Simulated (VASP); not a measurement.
VASP runs on Zn2Mo (space group Fd-3m) share one base input (PBE GGA, plane waves, VASP's PBE PAW potentials (set 64)) and change the settings named in each case.

INCAR:
```
SYSTEM  =  Zn2Mo
SIGMA  =  0.1   ! width (eV)
ENCUT  =  300
LASPH  =  T
PREC  =  Accurate
ALGO  =  Normal   ! blocked Davidson
LREAL  =  F
EDIFF  =  1E-6   ! SCF stop (eV)
NELM  =  100   ! most electronic steps
LMAXMIX  =  4
LWAVE  =  F
GGA  =  PE   ! PBE
ISIF  =  2
LCHARG  =  F
ISMEAR  =  -1   ! Fermi-Dirac
```

File KPOINTS:
```
Automatic mesh
0
Gamma
5 5 5
0 0 0
```

POSCAR:
```
Zn2Mo
1
    0.0000000000     3.7186480000     3.7186480000
    3.7186480000     0.0000000000     3.7186480000
    3.7186480000     3.7186480000     0.0000000000
Zn Mo
4 2
Direct
  0.1250000000   0.1250000000   0.1250000000
  0.6250000000   0.1250000000   0.1250000000
  0.1250000000   0.6250000000   0.1250000000
  0.1250000000   0.1250000000   0.6250000000
  0.7500000000   0.7500000000   0.7500000000
  0.5000000000   0.5000000000   0.5000000000
```

POTCAR, in this order: Zn Mo_sv (PBE.64 set). Program: vasp_std.

```csv
change,E(σ→0) (eV/atom),pressure (GPa),−TS (eV)
base run,-4.1087,-20.07,-0.1297
GGA = PS,-4.6238,___,___
"GGA_COMPAT = .FALSE., LNONCOLLINEAR = .TRUE., LSORBIT = .TRUE., MAGMOM = 0.0 0.0 0.0 0.0 0.0 0.0 0.0 0.0 0.0 0.0 0.0 0.0 0.0 0.0 0.0 0.0 0.0 0.0, program vasp_ncl",-4.1483,-20.02,-0.1277
KPOINTS 1×1×1 Γ-centred mesh,-4.0026,-30.73,-0.0001
```

Question: Complete the blanks.

Answer: 
- GGA = PS, pressure (GPa): -25.00
- GGA = PS, −TS (eV): -0.1293

Energies of different potentials or functionals have different zeros.  At 300 eV the pressure can carry a Pulay error.

Left out are runs that ran out of time, are held back, or changed the cell or the kind of run, fixed moments of cells without a moment, rows past the twelfth, gaps on odd meshes, pressures of charged cells and columns that move by less than the noise.

The structure was generated: Zn2Mo was put into an ordered model structure, which need not be its known phase. The cell was not relaxed at this level, its lattice was scaled by up to 2.5 %.
